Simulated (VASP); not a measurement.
Here is a VASP 6.6.1 calculation.

INCAR

```
SYSTEM = AgB4
PREC = Accurate ; ENCUT = 520
EDIFF = 1E-7 ; ISMEAR = -1
SIGMA = 0.05 ; LREAL = .False.
LASPH = .True. ; NELM = 100
ALGO = Normal ; ISIF = 2
LWAVE = .False. ; LCHARG = .True.
GGA = PE ; LELF = .True.
LVHAR = .True. ; NBANDS = 20
```

The input KPOINTS:

```
Automatic mesh
0
Gamma
  10 10 5
  0 0 0
```

The input POSCAR:

```
AgB4
1.0
    3.0321300000      0.0000000000      0.0000000000
   -1.5160700000      2.6259100000      0.0000000000
    0.0000000000      0.0000000000      5.6987400000
Ag B
1 4
Direct
    0.0000000000      0.0000000000      0.0000000000
    0.3333300000      0.6666700000      0.6649500000
    0.6666700000      0.3333300000      0.6649500000
    0.3333300000      0.6666700000      0.3350500000
    0.6666700000      0.3333300000      0.3350500000
```

Potentials or basis: VASP PAW PBE potentials, release 64 (Ag, B).

Launch:

```sh
$ cat potpaw_PBE.64/Ag/POTCAR potpaw_PBE.64/B/POTCAR > POTCAR
$ mpirun -np 1 vasp_std > vasp.out
```

Question: Estimate the band gap on the k mesh.

Answer: None (metal or under the smearing width).

Question: What does it give for the largest force?

Answer: 0.003 eV/Å.

Question: What does it give for the pressure?

Answer: 4.9 GPa.

Stress tensor (GPa, compression positive):
```
5.43 0.00 0.00
0.00 5.44 0.00
0.00 0.00 3.87
```
